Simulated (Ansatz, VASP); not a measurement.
**Cross-check of AlOs (Al-Os stack, (111) layers) between VASP and Ansatz**

Wanted: the spread between two codes on one cell, functional and k mesh. Of the first pair: The structure shown is the start of the Ansatz relaxation below; VASP solves that cell, so the two are compared at the walk's first step.

Calculated with Ansatz 0.2.0; plane waves, with VASP 6.6.1 beside it; LDA.

## (1) The starting structure

The cell holds 2 atoms: 1 Al and 1 Os. Cell: a = 2.709 Å, b = 2.709 Å, c = 28.225 Å, α = 90.0°, β = 90.0°, γ = 120.0°. It derives from AlOs. Vacuum lies along c. The height across the vacuum is the one that the program set for its solve, not the one typed.

## (2) Ansatz: relaxation, LDA

Ansatz runs on its default PAW (the set named soft_2) files.

The two programs are compared at the cell with which this relaxation starts, whose forces are those of its first step.

Input file input.yaml:

```yaml
crystal:
  lattice:
    - [2.70946, 0.0, 0.0]
    - [-1.35473, 2.34646, 0.0]
    - [0.0, 0.0, 13.21227]
  atoms:
    - { symbol: Al, position: [0.0, 0.0, 0.41627981] }
    - { symbol: Os, position: [0.33333333, 0.66666667, 0.58372019] }
  periodic: [true, true, false]
kpoints:
  mp_grid: { grid: [9, 9, 1] }
hamiltonian:
  xc: lda
scf:
  occupations: { method: gaussian, width: 0.1 }
output:
  forces: true
  stress: true
  eigenvalues: true
relax:
  adjacent_minimum: "off"
  f_tol: 0.05
  max_steps: 80
  cell: { stress_2d_tol: 0.02 }
```

Started as:

```sh
$ ansatz run input.yaml --threads 4 --pin off --max-ram 8192MiB --backend cpu --events-out ev --progress --plain --runs-dir out
```

Numbers of over 12 decimals in the logs are rounded to 6 here.

The program printed:

```text
Warning: crystal.periodic: the lattice vector that does not repeat stood 0.000° off the slab's normal, 13.212 Å along it as the deck builds it. The run solves the slab on a vector along the normal, 28.225 Å long, with every atom where it was (on the deck's vector they left 11.00 Å outside them, and the widest stretch free of ions among them is 2.21 Å). A fractional position that the run reports is one of the run's ce [...]
The last accepted step is kept in <dir> (removed where the run ends without a failure and the disk answers)
crystal.periodic: the lattice vector that does not repeat stood 0.000° off the slab's normal, 13.212 Å along it as the deck builds it. The run solves the slab on a vector along the normal, 28.225 Å long, with every atom where it was (on the deck's vector they left 11.00 Å outside them, and the widest stretch free of ions among them is 2.21 Å). A fractional position that the run reports is one of the run's cell, which [...]
Engine: ansatz 0.2.0, aarch64-unknown-linux-gnu
Pseudopotentials: kind: paw
Pseudopotential: Al, paw, valence charge 3, recommended cutoff 420 eV (normal), Al.paw.azcp
Pseudopotential: Os, paw, valence charge 16, recommended cutoff 420 eV (normal), Os.paw.azcp
Functional definition: SPW92
  exchange = slater_x
  correlation = pw_c
Crystal: 2 atoms, lattice volume = 179.441 Å³
Basis set: ecut = 420 eV, 3545 PW (Γ)
Bands: 14, of which v1, the nominal top of the filled ones, is band 10 counted from 1 (9 counted from 0)
Symmetry: 6 space group operations
Space group: P3m1 (ITA 156), of the structure as read, at distance tolerance 5.6e-5 Å
k-points: 12 of 81 (time reversal used)
Non-local potential: Al, projectors of the file, l = 0: 2, l = 1: 2, l = 2: 1
Non-local potential: Os, projectors of the file, l = 0: 3, l = 1: 2, l = 2: 2, l = 3: 1
PAW form: soft (Blöchl's): semilocal exchange-correlation on the pseudo side does not see the compensation charge
PAW frozen core: Al, regenerated for the run's functional, and the local potential with it (the file was generated under x = pbe(κ = 0.804, μ = 0.219515), c = pbe(β = 0.066725))
PAW frozen core: Os, regenerated for the run's functional, and the local potential with it (the file was generated under x = pbe(κ = 0.804, μ = 0.219515), c = pbe(β = 0.066725))
PAW one-centre angular grid: Al, 110 points (default); XC on 64 Gauss nodes
PAW one-centre angular grid: Os, 590 points (default); XC on 64 Gauss nodes
Initial density: superposition of atomic densities (neutral atoms: chi_scale 0, normalization atom), corrected by the library's trained network
Initial wavefunctions: pseudopotential atomic-orbital guess
Functional: x = slater, c = lda
SCF iter   1: F=—  HF=-11629.657619 eV  |F-HF|=—  |Δ(HF+E_count)|=         —  Δρ=2.98e-3  dr2=2.47e-2  ethr=1.77e-3  ⟨swp⟩=13.4  Hψ=1789  notcnv=0
preconditioner: auto → LDOS  [insulator: Δε(μ)=0.204 eV  Ē_g=6.664 eV  σ=0.100 eV  W_gap=0.51  n_scr=16 (ndim 8)  ℏωp=9.2 eV  f_vac=0.756  D(μ)=3.26/eV (n_scr^D=16)  ε∞_Penn≈2.9  β→1.0]
[...]
SCF iter   2: F=—  HF=-11629.820786 eV  |F-HF|=—  |Δ(HF+E_count)|=   4.49e-4  Δρ=8.51e-4  dr2=9.96e-3  ethr=4.20e-5  ⟨swp⟩=2.8  Hψ=298  notcnv=0
SCF iter   3: F=—  HF=-11629.820270 eV  |F-HF|=—  |Δ(HF+E_count)|=   5.16e-4  Δρ=3.66e-4  dr2=2.00e-3  ethr=4.20e-5  ⟨swp⟩=2.6  Hψ=256  notcnv=0
SCF iter   4: F=—  HF=-11629.820135 eV  |F-HF|=—  |Δ(HF+E_count)|=   1.35e-4  Δρ=1.58e-4  dr2=9.40e-5  ethr=1.05e-5  ⟨swp⟩=2.3  Hψ=229  notcnv=0
SCF iter   5: F=—  HF=-11629.820176 eV  |F-HF|=—  |Δ(HF+E_count)|=   4.02e-5  Δρ=7.34e-5  dr2=3.22e-5  ethr=4.95e-7  ⟨swp⟩=3.1  Hψ=317  notcnv=0
SCF iter   6: F=—  HF=-11629.820188 eV  |F-HF|=—  |Δ(HF+E_count)|=   1.24e-5  Δρ=3.43e-5  dr2=4.26e-6  ethr=1.70e-7  ⟨swp⟩=3.3  Hψ=327  notcnv=0
SCF iter   7: F=—  HF=-11629.820189 eV  |F-HF|=—  |Δ(HF+E_count)|=   9.53e-7  Δρ=1.16e-5  dr2=4.29e-7  ethr=2.24e-8  ⟨swp⟩=3.4  Hψ=317  notcnv=0
iter 8 did not close the SCF: its close was put off until two iterations running show no level that it waits for move by more than its bar (scf_convergence_deferred on its scf_iter line)
SCF iter   8: F=-11629.820189 eV  HF=-11629.820189 eV  |F-HF|=8.43e-9  |Δ(HF+E_count)|=   2.44e-7  Δρ=3.14e-6  dr2=1.71e-8  ethr=1.05e-9  ⟨swp⟩=13.7  Hψ=1172  notcnv=0
SCF iter   9: F=-11629.820189 eV  HF=-11629.820189 eV  |F-HF|=7.82e-10  |Δ(HF+E_count)|=  1.67e-10  Δρ=1.28e-6  dr2=3.37e-9  ethr=9.02e-11  ⟨swp⟩=4.1  Hψ=742  notcnv=0
SCF 4 converged in 9 iterations: F = -11629.820189 eV  dr2 = 3.37e-9
relax step   4: F+E_penalty+E_count = -11629.82018910 eV  Δ(F+E_penalty+E_count) = -3.817e-3 eV  max|allowed force component| = 4.332e-2 eV/Å  Δτ_max = 0.0153 Å  P = -0.152 N/m  Ω = 170.454 Å³  energy of the carried Pulay correction = +4.739e-4 eV  fix = [c, alpha, beta]  reactions: c -0.000 N/m  (9 SCF iters, dr2 threshold 2.00e-7 eV, accepted)
[...]
relax step   5: F+E_penalty+E_count = -11629.82034951 eV  Δ(F+E_penalty+E_count) = -1.604e-4 eV  max|allowed force component| = 3.739e-3 eV/Å  Δτ_max = 0.0028 Å  P = -0.003 N/m  Ω = 170.226 Å³  energy of the carried Pulay correction = +4.862e-4 eV  fix = [c, alpha, beta]  reactions: c -0.000 N/m  (8 SCF iters, dr2 threshold 3.86e-8 eV, accepted)
[...]
relax step   6: F+E_penalty+E_count = -11629.81990272 eV  Δ(F+E_penalty+E_count) = +4.468e-4 eV  max|allowed force component| = 3.564e-3 eV/Å  Δτ_max = 0.0000 Å  P = -0.007 N/m  Ω = 170.226 Å³  fix = [c, alpha, beta]  reactions: c -0.000 N/m  stress off target by 6.51e-3 N/m on what of the cell is left free  SCF on the basis re-selected at this cell (its energy is not comparable with the rows above)  (9 SCF iters)
basis re-selected at this cell: Δ(F+E_penalty+E_count) = +4.468e-4 eV, ΔP = -0.003 N/m vs the last step (what re-selecting the basis moved, of the pressure what is left beyond the Pulay correction that the steps carried, after the strain that the cell walked since its last selection, with what the two solves' SCF thresholds leave and, on support functions, any second-order correction that the steps lacked; it is no measure of the basis error at this ecutwfc). The dense FFT grid was sized anew with the basis: this SCF ran on 18×18×192 points, the steps before it on 20×20×192, so part of this shift can come from that change (see relax.cell in the input reference). [rest of the remark cut]
SCF converged after 9 iterations
Free energy (F): -11629.819903 eV
Harris-Foulkes:  -11629.819903 eV  (|F-HF|=1.82e-11)
Internal energy: -11629.807081 eV  (E = F + TS)
E sigma→0 (E₀):  -11629.813492 eV
Entropy (-TS):   -0.012822 eV (-6.411 meV/atom)
Fermi energy:    -5.194386 eV
--- Per-component energies (eV) ---
  E_band       = -580.182367
  E_kinetic    = 586.552150
  E_local      = -33912.741384  (includes V_loc(G=0)·N_el)
  E_nonlocal   = 17.048504
  E_hartree    = 16630.629399
  E_xc         = -303.694687
  E_vxc        = -312.188664  (∫ρ·V_xc dr)
  E_paw        = -9191.300410  (= ΣΔE_a)
  E_vpaw       = -220.111682  (= ΣTr[D̂ρ^β])
  E_aug_tail   = -0.000074  (compensation charges beyond the density's cutoff)
  E_ewald      = 14543.280971
  E_core_change = 0.418451  (= ΣΔE_core)
  E_smearing   = -0.012822  (= −TS)
  E_closure    = -0.000000  (closes the sum)
  Σ components = -11629.819903   (vs F -11629.819903, Δ=0.00e0)
--- Forces (eV/Å), atoms counted from 1 ---
  atom   1  Al     0.00000000    -0.00000000     0.00357544
  atom   2  Os     0.00000000    -0.00000000    -0.00355211
  max |Σ_I F_I| component: 2.33e-5 eV/Å
--- 2D stress c σ (N/m, compression-positive) ---
       -0.006508       0.000000      -0.000000
        0.000000      -0.006508       0.000000
       -0.000000       0.000000      -0.000000
  P = ½ c Tr σ = -0.0065 N/m
--- Band table (eV; the first three rows and the last of 12) ---
  k-point 0: bands = [... 6 lower, -8.3074, -7.1950, -7.1950, -5.8408, -3.9551, -3.9551, -1.6974, -0.1816]
  k-point 1: bands = [... 6 lower, -8.0759, -7.5932, -6.7119, -6.4147, -4.1193, -3.6938, -1.2130, 0.1721]
  k-point 2: bands = [... 6 lower, -8.2040, -7.5162, -7.2338, -5.3603, -4.4978, -2.9215, -0.1271, 1.1511]
  k-point 11: bands = [... 6 lower, -8.0799, -7.5174, -7.5154, -4.5297, -3.5218, -2.3586, 1.4816, 2.1285]
--- Relaxed structure (5 steps of the walk, 5 accepted, 1 SCFs on fresh bases) ---
  F+E_penalty+E_count = -11629.81990272 eV   max|allowed force component| = 3.564e-3 eV/Å   (the final SCF, on the basis selected at the relaxed cell)
  cell:  # Å, volume = 170.2261 Å³
    - [2.638969, 0, 0]
    - [-1.319485, 2.285415, 0]
    - [0, 0, 28.224535]
  atoms:
    - { symbol: Al, position: [-1.5174600693178542e-17, -9.251858607474689e-18, 0.196800] }
    - { symbol: Os, position: [0.333333, 0.666667, 0.271313] }
```

## (3) VASP: single point, LDA, start cell, pair 1

The same cell, functional (in two slightly different forms), mesh and smearing now go to VASP, with its own data sets.

Lines of VASP's logs that name or quote its potential files are left out, and so is its time.

Input file INCAR:

```
SYSTEM = AlOs
PREC = Accurate
ENCUT = 520
EDIFF = 1E-06
NELM = 120
ISMEAR = 0
SIGMA = 0.1
LREAL = .FALSE.
ALGO = Normal
GGA = CA
NBANDS = 11
LASPH = .TRUE.
LORBIT = 11
LWAVE = .FALSE.
LCHARG = .FALSE.
ISIF = 2
LDIPOL = .TRUE.
IDIPOL = 3
DIPOL = 0.5 0.5 0.234
LVHAR = .TRUE.
GGA_COMPAT = .FALSE.
NELMDL = -8
KPAR = 2
```

Input file POSCAR:

```
AlOs
1.0
    2.7094590000      0.0000000000      0.0000000000
   -1.3547300000      2.3464610000      0.0000000000
    0.0000000000      0.0000000000     28.2245350000
Al Os
1 1
Direct
    0.0000000000      0.0000000000      0.1948659562
    0.3333333853      0.6666665246      0.2732469817
```

Input file KPOINTS:

```
Automatic mesh
0
Gamma
9 9 1
0 0 0
```

The projector-augmented-wave data sets are Al and Os (LDA family, release 64).

Started as:

```sh
$ mpirun -np 2 vasp_std
```

The program printed:

```text
[banner, memory and clock lines left out]
running    2 mpi-ranks, on    1 nodes
 distrk:  each k-point on    1 cores,    2 groups
 distr:  one band on    1 cores,    1 groups

 POSCAR found type information on POSCAR AlOs
 POSCAR found :  2 types and       2 ions
 LDA part: xc-table for (Slater(with rela. corr.)+CA(PZ))
 , standard interpolation
 POSCAR, INCAR and KPOINTS ok, starting setup
 FFT: planning ... GRIDC
 FFT: planning ... GRID_SOFT
 FFT: planning ... GRID
 WAVECAR not read
 entering main loop
       N       E                     dE             d eps       ncg     rms          rms(c)
DAV:   1     0.591088743093E+02    0.59109E+02   -0.34909E+03   264   0.668E+02
DAV:   2    -0.116790497837E+02   -0.70788E+02   -0.63003E+02   470   0.145E+02
DAV:   3    -0.163129324422E+02   -0.46339E+01   -0.42903E+01   336   0.404E+01
DAV:   4    -0.164013776174E+02   -0.88445E-01   -0.88213E-01   358   0.709E+00
DAV:   5    -0.164026275925E+02   -0.12500E-02   -0.12499E-02   349   0.735E-01
DAV:   6    -0.164026655806E+02   -0.37988E-04   -0.37987E-04   377   0.112E-01
DAV:   7    -0.164026680134E+02   -0.24328E-05   -0.24327E-05   397   0.160E-02
DAV:   8    -0.164026681127E+02   -0.99325E-07   -0.99245E-07   297   0.255E-03    0.172E+01
DAV:   9    -0.162906444790E+02    0.11202E+00   -0.13726E+01   344   0.206E+01    0.534E+00
DAV:  10    -0.173448430222E+02   -0.10542E+01   -0.39363E+01   357   0.230E+01    0.822E+00
DAV:  11    -0.151677188112E+02    0.21771E+01   -0.14037E+01   385   0.178E+01    0.659E-01
DAV:  12    -0.151780880969E+02   -0.10369E-01   -0.25224E-01   305   0.304E+00    0.569E-01
DAV:  13    -0.151724958867E+02    0.55922E-02   -0.62319E-03   355   0.525E-01    0.365E-01
DAV:  14    -0.151672295544E+02    0.52663E-02   -0.56089E-03   314   0.389E-01    0.792E-02
[...]
DAV:  20    -0.151674162464E+02   -0.13008E-03   -0.20230E-05   288   0.225E-02    0.772E-03
DAV:  21    -0.151674689400E+02   -0.52694E-04   -0.71388E-06   307   0.130E-02    0.536E-03
DAV:  22    -0.151674976811E+02   -0.28741E-04   -0.26467E-06   282   0.779E-03    0.206E-03
DAV:  23    -0.151675179170E+02   -0.20236E-04   -0.11234E-06   271   0.378E-03    0.167E-03
DAV:  24    -0.151675259218E+02   -0.80047E-05   -0.73351E-07   258   0.353E-03    0.116E-03
DAV:  25    -0.151675301247E+02   -0.42029E-05   -0.11735E-07   239   0.159E-03    0.249E-04
DAV:  26    -0.151675324243E+02   -0.22996E-05   -0.65689E-08   242   0.100E-03    0.277E-04
DAV:  27    -0.151675328362E+02   -0.41195E-06   -0.71092E-09   189   0.595E-04
   1 F= -.15167533E+02 E0= -.15158829E+02  d E =-.174070E-01
```

Parts of OUTCAR (step 3):

```text
ion  position               nearest neighbor table
   1  0.000  0.000  0.195-   2 2.71   2 2.71   2 2.71
   2  0.333  0.667  0.273-   1 2.71   1 2.71   1 2.71

  LATTYP: Found a hexagonal cell.
 ALAT       =     2.7094590000
 C/A-ratio  =    10.4170371281

 Subroutine GETGRP returns: Found  6 space group operations
 (whereof  6 operations were pure point group operations)

The static configuration has the point symmetry C_3v.

 Found     12 irreducible k-points:

   k-points           NKPTS =     12   k-points in BZ     NKDIM =     12   number of bands    NBANDS=     11

   dimension x,y,z NGX =    20 NGY =   20 NGZ =  210
   dimension x,y,z NGXF=    40 NGYF=   40 NGZF=  420

   ENCUT  =  520.0 eV  38.22 Ry    6.18 a.u.   5.04  5.04 52.48*2*pi/ulx,y,z

   NELECT =      11.0000    total number of electrons

 k-points in reciprocal lattice and weights: Automatic mesh
   0.00000000  0.00000000  0.00000000       0.012
   0.11111111  0.00000000  0.00000000       0.074
   0.22222222  0.00000000  0.00000000       0.074
   0.33333333  0.00000000  0.00000000       0.074
   0.44444444  0.00000000  0.00000000       0.074
   0.11111111  0.11111111  0.00000000       0.074
   0.22222222  0.11111111  0.00000000       0.148
   0.33333333  0.11111111  0.00000000       0.148
   0.44444444  0.11111111  0.00000000       0.074
   0.22222222  0.22222222  0.00000000       0.074
   0.33333333  0.22222222  0.00000000       0.148
   0.33333333  0.33333333  0.00000000       0.025

 dipolmoment           0.000000      0.000000      0.047139 electrons x Angstroem

 average (electrostatic) potential at core
       1 -81.4552       2 -55.1957

 E-fermi :  -2.9155

 k-point     1 :       0.0000    0.0000    0.0000
  band No.  band energies     occupation
    ...
      2      -9.7281      2.00000
      3      -5.8587      2.00000
      4      -4.7013      2.00000
      5      -4.7013      2.00000
      6      -3.3967      2.00000
      7      -1.8521      0.00000
      8      -1.8521      0.00000
      9       0.4874      0.00000
     10       1.7865      0.00000
     11       2.4177      0.00000

 k-point     2 :       0.1111    0.0000    0.0000
  band No.  band energies     occupation
    ...
      2      -9.2400      2.00000
      3      -5.6444      2.00000
      4      -5.0432      2.00000
      5      -4.2683      2.00000
      6      -3.9370      2.00000
      7      -1.9904      0.00000
      8      -1.5493      0.00000
      9       0.9504      0.00000
     10       2.1263      0.00000
     11       2.7414      0.00000

 k-point     3 :       0.2222    0.0000    0.0000
  band No.  band energies     occupation
    ...
      2      -8.1042      2.00000
      3      -5.6405      2.00000
      4      -5.0270      2.00000
      5      -4.7511      2.00000
      6      -3.0590      1.95753
      7      -2.3147      0.00000
      8      -0.7761      0.00000
      9       2.0075      0.00000
     10       3.1075      0.00000
     11       3.5790      0.00000

  Total       -3.6961302     -3.6961324     -2.1836046      0.0000008     -0.0000000      0.0000000
  in kB      -33.0016100    -33.0016290    -19.4967336      0.0000070     -0.0000000      0.0000000
  external PRESSURE =     -28.4999908 kB  Pullay stress =       0.0000000 kB

  energy-cutoff  :      520.00
  volume of cell :      179.44
      direct lattice vectors                 reciprocal lattice vectors
     2.709459000  0.000000000  0.000000000     0.369077369  0.213086936  0.000000000
    -1.354730000  2.346461000  0.000000000     0.000000000  0.426173714  0.000000000
     0.000000000  0.000000000 28.224535000     0.000000000  0.000000000  0.035430167

 POSITION                                       TOTAL-FORCE (eV/Angst)
 -----------------------------------------------------------------------------------
      0.00000      0.00000      5.50000         0.000000      0.000000      0.977243
     -0.00000      1.56431      7.71227        -0.000000     -0.000000     -0.977243
 -----------------------------------------------------------------------------------
    total drift:                               -0.000023      0.000022     -0.000222

  FREE ENERGIE OF THE ION-ELECTRON SYSTEM (eV)
  ---------------------------------------------------
  free  energy   TOTEN  =       -15.1675328362 eV

  energy  without entropy=      -15.1501257891  energy(sigma->0) =      -15.15882931

 vacuum level on the upper side and lower side of the slab         2.959         1.617

 total charge
# of ion       s       p       d       tot
------------------------------------------
    1        0.432   0.365   0.000   0.798
    2        0.662   0.539   6.101   7.302
--------------------------------------------------
tot          1.094   0.905   6.101   8.100

[... 3 further parts left out ...]
```

This run has no spin polarisation. Its electron count is odd, so without a moment it is a metal by construction.

## (4) Differences

Known differences besides the potentials themselves: the two LDA forms differ slightly; Ansatz cuts the interaction across the vacuum, VASP repeats the sheet with a dipole correction (LDIPOL); the data sets hold 19 valence electrons in Ansatz (on its default PAW (the set named soft_2) files) and 11 in VASP; the cutoff is 420 eV in Ansatz and 520 eV in VASP; VASP's log shows a relativistic correction to its local exchange, Ansatz's none. Total energies have different zeros and are not compared.

Forces (eV/Å; atoms numbered as in POSCAR):

```tsv
atom	Ansatz x, y, z	VASP x, y, z
Al1	0.000, 0.000, 0.970	0.000, 0.000, 0.977
Os2	0.000, 0.000, -0.970	0.000, 0.000, -0.977
```

The forces differ by 4.4 meV/Å r.m.s., which is 0.8 % of the r.m.s. force of 0.564 eV/Å (both taken over all components). Where the cell holds vacuum, a pressure given here is an average over it and none of the material.

## (5) Ansatz: relaxation, LDA

This run makes the geometry at which the two programs are then compared.

The structure compared here is the end of the Ansatz relaxation.

This is the run of step 2 again, met here at its other cell.

(Part 1 of 2 ends here.)

[Lines on the potential files, build, host, timing and source positions are cut from VASP's logs without a mark.]

[Logs are printed without paths, hosts, clocks, repeated set-up lines and the standing remarks that a program may print on its own settings, such as how far it seeks lower states.]

[Hosts, paths, dates, database ids (printed as entryN), source tags and the programs' standing remarks are cut or masked in the printed files.]
